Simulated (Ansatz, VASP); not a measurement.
**Sc2SiO: VASP beside Ansatz**

One calculation is typed for both programs; each brings its own data sets and cutoff. How far apart do they land? The cell is invented: As first built, before any earlier steps moved the atoms (in the runner's words): it takes the Sc2CO structure with some of its atoms replaced by other elements, volume scaled by an estimate. It may not be a known or stable phase. The cell is taken from a series of VASP runs on this material, whose earlier steps may have relaxed, scaled or displaced it; both programs get it as it stands.

Method: plane waves, with VASP 6.6.1 beside it; band structure at r2SCAN, in Ansatz 0.2.0.

### 1. Set-up

Symmetry: R-3m, No. 166, trigonal system. Conventional cell: a = 3.226 Å, b = 3.226 Å, c = 19.671 Å, α = 90.00°, β = 90.00°, γ = 120.00°. Nearest to Sc lie 3 O at 2.26 Å and 3 Si at 2.73 Å. Nearest to Si lie 6 Sc at 2.73 Å. Nearest to O lie 6 Sc at 2.26 Å. As first built, before any earlier steps moved the atoms (in the runner's words): sites of the Sc2CO structure (space group 166) filled with other elements, volume scaled by an estimate. Farther neighbours and most contacts between anions are not listed.

### 2. VASP: band structure, r2SCAN

With cell and atoms fixed, the geometry can't cause a difference; cores, projectors, grids and the points listed under the comparison can.

Lines of VASP's logs that name or quote its potential files are left out, and so is its time.

Input file INCAR:

```
SYSTEM = Sc2SiO
PREC = Accurate
ENCUT = 520
EDIFF = 1E-06
NELM = 100
ISMEAR = 0
SIGMA = 0.05
LREAL = .FALSE.
ALGO = Normal
METAGGA = R2SCAN
LASPH = .TRUE.
NBANDS = 30
LORBIT = 11
LWAVE = .FALSE.
LCHARG = .FALSE.
KPAR = 2
```

Input file POSCAR:

```
Sc2SiO
1.0
    1.6129827563      0.9312554067      6.5571595377
   -1.6129827563      0.9312554067      6.5571595377
    0.0000000000     -1.8625119406      6.5571595698
Sc Si O
2 1 1
Direct
    0.2684413059      0.2684413059      0.2684413065
    0.7315586941      0.7315586941      0.7315586935
    0.5000000000      0.5000000000      0.5000000000
    0.0000000000      0.0000000000      0.0000000000
```

Input file KPOINTS:

```
Automatic mesh
0
Gamma
8 8 8
0 0 0
```

Input file KPOINTS_OPT:

```
Line mode
16
Line-mode
Reciprocal
  0.00000000   0.00000000   0.00000000 GAMMA
  0.50000000   0.00000000   0.00000000 L

  0.50000000   0.00000000   0.00000000 L
  0.50000000   0.18011335  -0.18011335 B1

  0.81988665   0.50000000   0.18011335 B
  0.50000000   0.50000000   0.50000000 Z

  0.50000000   0.50000000   0.50000000 Z
  0.00000000   0.00000000   0.00000000 GAMMA

  0.00000000   0.00000000   0.00000000 GAMMA
  0.34005668   0.00000000  -0.34005668 X

  0.65994332   0.34005668   0.00000000 Q
  0.50000000   0.50000000   0.00000000 F

  0.50000000   0.50000000   0.00000000 F
  0.65994332   0.65994332   0.18011335 P1

  0.65994332   0.65994332   0.18011335 P1
  0.50000000   0.50000000   0.50000000 Z

  0.50000000   0.00000000   0.00000000 L
  0.81988665   0.34005668   0.34005668 P
```

Potentials, in the order of the species: Sc_sv, Si and O (PBE family, release 64).

On the command line:

```sh
mpirun -np 2 vasp_std
```

Numbers of over 12 decimals in the logs are rounded to 6 here.

The program printed:

```text
[banner, memory and clock lines left out]
running    2 mpi-ranks, on    1 nodes
 distrk:  each k-point on    1 cores,    2 groups
 distr:  one band on    1 cores,    1 groups

 POSCAR found type information on POSCAR ScSiO
 POSCAR found :  3 types and       4 ions
|                                                                             |
|               ----> ADVICE to this user running VASP <----                  |
|                                                                             |
|     You enforced a specific xc type in the INCAR file but a different       |
|     [... a line on the potential file left out ...]
|     I HOPE YOU KNOW WHAT YOU ARE DOING!                                     |
|                                                                             |

 LDA part: xc-table for (None), standard interpolation
 POSCAR, INCAR and KPOINTS ok, starting setup
 FFT: planning ... GRIDC
 FFT: planning ... GRID_SOFT
 FFT: planning ... GRID
 WAVECAR not read
 entering main loop
       N       E                     dE             d eps       ncg     rms          rms(c)
DAV:   1     0.389227717253E+03    0.38923E+03   -0.14382E+04  3940   0.116E+03
DAV:   2    -0.226280556043E+02   -0.41186E+03   -0.39234E+03  3916   0.420E+02
DAV:   3    -0.553820577669E+02   -0.32754E+02   -0.30894E+02  5852   0.122E+02
DAV:   4    -0.564946289843E+02   -0.11126E+01   -0.11031E+01  6238   0.228E+01
DAV:   5    -0.565013935094E+02   -0.67645E-02   -0.67635E-02  5856   0.230E+00    0.171E+01
DAV:   6    -0.445066955969E+02    0.11995E+02   -0.10144E+01  5620   0.398E+01    0.481E+00
DAV:   7    -0.446870829703E+02   -0.18039E+00   -0.10021E+00  5132   0.671E+00    0.341E+00
DAV:   8    -0.447352975024E+02   -0.48215E-01   -0.36266E-01  5218   0.396E+00    0.189E+00
DAV:   9    -0.446885483307E+02    0.46749E-01   -0.73641E-02  6002   0.191E+00    0.486E-01
DAV:  10    -0.446850683158E+02    0.34800E-02   -0.22546E-02  5512   0.834E-01    0.154E-01
DAV:  11    -0.446850314739E+02    0.36842E-04   -0.88252E-04  5920   0.315E-01    0.394E-02
DAV:  12    -0.446850526418E+02   -0.21168E-04   -0.97135E-05  5582   0.913E-02    0.235E-02
DAV:  13    -0.446850562716E+02   -0.36298E-05   -0.12239E-05  5182   0.316E-02    0.158E-02
DAV:  14    -0.446850538310E+02    0.24405E-05   -0.83489E-06  5246   0.206E-02    0.258E-03
DAV:  15    -0.446850541078E+02   -0.27674E-06   -0.85073E-07  2912   0.709E-03
   1 F= -.44685054E+02 E0= -.44683629E+02  d E =-.285112E-02
 Start KPOINTS_OPT (optional k-point list driver)
k-point batch [1-65\144]
       N       E                     dE             ncg
DAV:   1    -0.949341502390E+03   -0.44594E+05     3916
DAV:   2    -0.269651345938E+05   -0.26016E+05     3900
DAV:   3    -0.288201841482E+05   -0.18550E+04     5422
DAV:   4    -0.288920115284E+05   -0.71827E+02     6048
DAV:   5    -0.288924364661E+05   -0.42494E+00     5498
DAV:   6    -0.288924488737E+05   -0.12408E-01     5928
DAV:   7    -0.288924491617E+05   -0.28797E-03     5442
DAV:   8    -0.288924491657E+05   -0.40158E-05     3746
DAV:   9    -0.288924491661E+05   -0.40967E-06     2868
[...]
k-point batch [131-144\144]
       N       E                     dE             ncg
DAV:   1     0.546162217640E+05   -0.17792E+05      848
DAV:   2     0.488913982727E+05   -0.57248E+04      840
DAV:   3     0.485023312982E+05   -0.38907E+03     1150
DAV:   4     0.484902240514E+05   -0.12107E+02     1284
DAV:   5     0.484901608312E+05   -0.63220E-01     1174
DAV:   6     0.484901597455E+05   -0.10857E-02     1280
DAV:   7     0.484901597154E+05   -0.30037E-04     1132
DAV:   8     0.484901597146E+05   -0.87434E-06      816
```

Parts of OUTCAR (step 2):

```text
ion  position               nearest neighbor table
   1  0.268  0.268  0.268-   4 2.26   4 2.26   4 2.26   3 2.73   3 2.73   3 2.73   2 3.16   2 3.16
                             2 3.16
   2  0.732  0.732  0.732-   4 2.26   4 2.26   4 2.26   3 2.73   3 2.73   3 2.73   1 3.16   1 3.16
                             1 3.16
   3  0.500  0.500  0.500-   1 2.73   2 2.73   1 2.73   1 2.73   2 2.73   2 2.73
   4  0.000  0.000  0.000-   2 2.26   1 2.26   2 2.26   2 2.26   1 2.26   1 2.26

  LATTYP: Found a trigonal (rhomboedric) cell.
 ALAT       =     6.8165454013
 COS(alpha) =     0.8880147609

 Subroutine GETGRP returns: Found 12 space group operations
 (whereof 12 operations were pure point group operations)

The static configuration has the point symmetry D_3d.

 Found     65 irreducible k-points:

   k-points           NKPTS =     65   k-points in BZ     NKDIM =     65   number of bands    NBANDS=     30

   dimension x,y,z NGX =    54 NGY =   54 NGZ =   54
   dimension x,y,z NGXF=   108 NGYF=  108 NGZF=  108

   ENCUT  =  520.0 eV  38.22 Ry    6.18 a.u.  12.67 12.67 12.67*2*pi/ulx,y,z

   NELECT =      32.0000    total number of electrons

 k-points in reciprocal lattice and weights: Automatic mesh
   0.00000000  0.00000000  0.00000000       0.002
   0.12500000  0.00000000 -0.00000000       0.012
   0.25000000  0.00000000 -0.00000000       0.012
   0.37500000  0.00000000 -0.00000000       0.012
   0.50000000  0.00000000 -0.00000000       0.006
   0.12500000  0.12500000 -0.00000000       0.012
   0.25000000  0.12500000 -0.00000000       0.023
   0.37500000  0.12500000 -0.00000000       0.023
   0.50000000  0.12500000  0.00000000       0.023
[...]
-0.37500000  0.50000000  0.37500000       0.012
   0.50000000  0.50000000  0.50000000       0.002

 average (electrostatic) potential at core
       1 -48.2877       2 -48.2877       3 -85.1043       4 -74.1381

 E-fermi :   7.3637

 k-point     1 :       0.0000    0.0000    0.0000
  band No.  band energies     occupation
    ...
     11      -0.4655      2.00000
     12       0.9506      2.00000
     13       0.9506      2.00000
     14       4.2644      2.00000
     15       6.6760      2.00000
     16       8.3301      0.00000
     17       8.3301      0.00000
     18       8.6918      0.00000
     19       9.2292      0.00000
     20       9.2292      0.00000
    ...

 k-point     2 :       0.1250    0.0000   -0.0000
  band No.  band energies     occupation
    ...
     11      -0.2556      2.00000
     12       0.7410      2.00000
     13       0.9335      2.00000
     14       4.1503      2.00000
     15       6.8902      2.00000
     16       7.6436      0.00000
     17       8.3569      0.00000
     18       8.3642      0.00000
     19       8.9792      0.00000
     20       8.9900      0.00000
    ...

 k-point     3 :       0.2500    0.0000   -0.0000
  band No.  band energies     occupation
    ...
     12       0.3438      2.00000
     13       0.8822      2.00000
     14       4.1286      2.00000
     15       5.8858      2.00000
     16       6.8903      2.00000
     17       8.1913      0.00000
     18       8.2751      0.00000
     19       8.4750      0.00000
     20       9.5276      0.00000
     21       9.8282      0.00000
    ...

  Total        0.0343635      0.0343635     -0.0315705      0.0000000      0.0000000      0.0000000
  in kB        0.9316270      0.9316265     -0.8559054      0.0000000      0.0000000      0.0000000
  external PRESSURE =       0.3357827 kB  Pullay stress =       0.0000000 kB

  energy-cutoff  :      520.00
  volume of cell :       59.10
      direct lattice vectors                 reciprocal lattice vectors
     1.612982756  0.931255407  6.557159538     0.309984715  0.178969807  0.050835030
    -1.612982756  0.931255407  6.557159538    -0.309984715  0.178969807  0.050835030
     0.000000000 -1.862511941  6.557159570     0.000000000 -0.357939611  0.050834999

 POSITION                                       TOTAL-FORCE (eV/Angst)
 -----------------------------------------------------------------------------------
      0.00000     -0.00000      5.28064         0.000000      0.000000     -0.000388
      0.00000     -0.00000     14.39084         0.000000     -0.000000      0.000388
      0.00000     -0.00000      9.83574        -0.000000     -0.000000     -0.000000
      0.00000      0.00000      0.00000         0.000000     -0.000000     -0.000000
 -----------------------------------------------------------------------------------
    total drift:                                0.000000     -0.000000     -0.000000

  FREE ENERGIE OF THE ION-ELECTRON SYSTEM (eV)
  ---------------------------------------------------
  free  energy   TOTEN  =       -44.6850541078 eV

  energy  without entropy=      -44.6822029839  energy(sigma->0) =      -44.68362855

 total charge
# of ion       s       p       d       tot
------------------------------------------
    1        2.176   6.166   1.190   9.533
    2        2.176   6.166   1.190   9.533
    3        0.798   0.881   0.000   1.679
    4        1.559   3.489   0.000   5.048
--------------------------------------------------
tot          6.710  16.702   2.381  25.792

[... 3 further parts left out ...]
```

The run ends at a pressure of 0.03 GPa, with forces up to 3.9e-4 eV/Å.

(Part 1 of 2 ends here.)

[Lines on the potential files, build, host, timing and source positions are cut from VASP's logs without a mark.]

[Logs are printed without paths, hosts, clocks, repeated set-up lines and the standing remarks that a program may print on its own settings, such as how far it seeks lower states.]

[Hosts, paths, dates, database ids (printed as entryN), source tags and the programs' standing remarks are cut or masked in the printed files.]
